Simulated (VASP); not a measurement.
An input for Ansatz (written as the equivalent of a VASP run, and not itself run):

Ansatz 0.2 input:
```yaml
crystal:
  lattice:
    - [3.8265180, 0.0000000, 0.0000000]
    - [-1.9132590, 3.3138610, 0.0000000]
    - [0.0000000, 0.0000000, 16.7619260]
  atoms:
    - { symbol: Ga, position: [0.3333330, 0.6666670, 0.1761400] }
    - { symbol: Ga, position: [0.6666670, 0.3333330, 0.8238600] }
    - { symbol: Ga, position: [0.6666670, 0.3333330, 0.6761400] }
    - { symbol: Ga, position: [0.3333330, 0.6666670, 0.3238600] }
    - { symbol: Se, position: [0.3333330, 0.6666670, 0.6061300] }
    - { symbol: Se, position: [0.6666670, 0.3333330, 0.3938700] }
    - { symbol: Se, position: [0.6666670, 0.3333330, 0.1061300] }
    - { symbol: Se, position: [0.3333330, 0.6666670, 0.8938700] }
kpoints:
  mp_grid: { grid: [4, 4, 1] }
hamiltonian:
  xc: pbe
  pseudopotentials: { kind: paw }
scf:
  occupations: { method: gaussian, width: 0.01 }
  max_iter: 100
output: { forces: true, stress: true, eigenvalues: true }
```

Task: Write the VASP files for the same calculation (PBE).

Result: Several could match; the one computed here: 
POSCAR:
```
GaSe
1
    3.8265180000     0.0000000000     0.0000000000
   -1.9132590000     3.3138610000     0.0000000000
    0.0000000000     0.0000000000    16.7619260000
Ga Se
4 4
Direct
  0.3333330000   0.6666670000   0.1761400000
  0.6666670000   0.3333330000   0.8238600000
  0.6666670000   0.3333330000   0.6761400000
  0.3333330000   0.6666670000   0.3238600000
  0.3333330000   0.6666670000   0.6061300000
  0.6666670000   0.3333330000   0.3938700000
  0.6666670000   0.3333330000   0.1061300000
  0.3333330000   0.6666670000   0.8938700000
```

**INCAR**
```
SYSTEM  =  GaSe
PREC  =  Accurate; ENCUT  =  300; LREAL  =  F
LASPH  =  T
EDIFF  =  1E-6; NELM  =  100; ALGO  =  Normal
LMAXMIX  =  4
ISMEAR  =  0; SIGMA  =  0.01
GGA  =  PE
ISIF  =  2
LWAVE  =  F; LCHARG  =  F
```

**KPOINTS**
```
Automatic
0
G
  4 4 1
```

POTCAR, in this order: Ga_d Se (PBE.64 set). Program: vasp_std.

Limits of the translation: each code has its own PAW files, so the cut-off isn't converted (ENCUT is set for VASP's; basis.ecutwfc is left out, and Ansatz then takes the one that its files recommend); Ansatz stops its SCF on the density residual and VASP on the energy change (EDIFF).

The structure comes from a computed database's GaSe entry (P6_3/mmc), a phase known from measurement. The cell was not relaxed at this level. The k-mesh is coarse (spacing up to 0.47 per Å, 2π included), so the numbers may not be converged in it. The run is one of a series of settings (KPOINTS 4×4×1 Γ-centred mesh against the base run), some of them coarse on purpose.
